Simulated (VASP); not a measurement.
```
CSi
1.0
    0.00000     2.14804     2.14804
    2.14804     0.00000     2.14804
    2.14804     2.14804     0.00000
Si C
1 1
Direct
  0.00000   0.00000   0.00000
  0.25000   0.25000   0.25000
```

Calculation: r2SCAN meta-GGA, VASP's PBE PAW potentials (set 64) (plane waves; VASP). Settings: 600 eV cut-off, 10×10×10 Γ-centred mesh, Gaussian smearing of 0.050 eV, potentials Si C.

**Question.** What does the run give for the energy per atom (σ→0), pressure, band gap (on the k-mesh) with the smallest direct gap where there is one?

**Answer.** 
```
Quantity                                     Result
-----------------------------------  --------------
band gap (on the k-mesh)                    1.70 eV
smallest direct gap (on the k-mesh)         5.11 eV
energy per atom (σ→0)                -9.652 eV/atom
pressure                                   9.89 GPa
```

The absolute energy has meaning only against runs of the same code, potentials and settings.

The compound is SiC in the zinc blende structure. It was relaxed first under an external pressure of 10 GPa.
